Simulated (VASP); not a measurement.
VASP input:

### KPOINTS
```
kpoints
0
Gamma
 8 8 8
0 0 0
```

POSCAR:
```
PbS
4.3638330
  0.0000000000   0.7071067849   0.7071067849
  0.7071067849   0.0000000000   0.7071067849
  0.7071067849   0.7071067849   0.0000000000
Pb S
1 1
direct
  0.0000000000   0.0000000000   0.0000000000
  0.5000000000   0.5000000000   0.5000000000
```

**INCAR**
```
SYSTEM=PbS
PREC=Accurate; ENCUT=520; LREAL=.FALSE.
LASPH=.TRUE.
EDIFF=1E-7; NELM=100; ALGO=Normal
LMAXMIX=4
ISMEAR=-5
GGA=ML; LUSE_VDW=.TRUE.; AGGAC=0.0
ZAB_VDW=-1.8867
ISIF=2
LWAVE=.FALSE.; LCHARG=.TRUE.; LORBIT=11
NEDOS=601
```

POTCAR, in this order: Pb_d S (PBE.64 set). Program: vasp_std.

Task: Write an equivalent input for Quantum ESPRESSO's pw.x.

Result: One equivalent input (not run):
```
&CONTROL
  calculation = 'scf'
  pseudo_dir = './pseudo'
  outdir = './out'
  tprnfor = .true.
  tstress = .true.
/
&SYSTEM
  ibrav = 0
  nat = 2
  ntyp = 2
  ecutwfc = 62.5
  occupations = 'tetrahedra'
  input_dft = 'vdw-df2'
/
&ELECTRONS
  conv_thr = 7.3e-09
  electron_maxstep = 100
/
ATOMIC_SPECIES
  Pb 207.200 Pb.upf
  S 32.060 S.upf
CELL_PARAMETERS angstrom
     0.0000000    3.0856959    3.0856959
     3.0856959    0.0000000    3.0856959
     3.0856959    3.0856959    0.0000000
ATOMIC_POSITIONS crystal
  Pb   0.0000000  0.0000000  0.0000000
  S    0.5000000  0.5000000  0.5000000
K_POINTS automatic
  8 8 8 0 0 0
```
Limits of the translation: the potentials are each code's own (VASP's PAW set, PseudoDojo norm-conserving files in pw.x), so ENCUT and ecutwfc are chosen apart and not converted; conv_thr bounds pw.x's estimated SCF error, while EDIFF bounds the energy change between steps.

The compound is PbS in the rock salt structure. It was relaxed first, which changed the volume by +12 %.
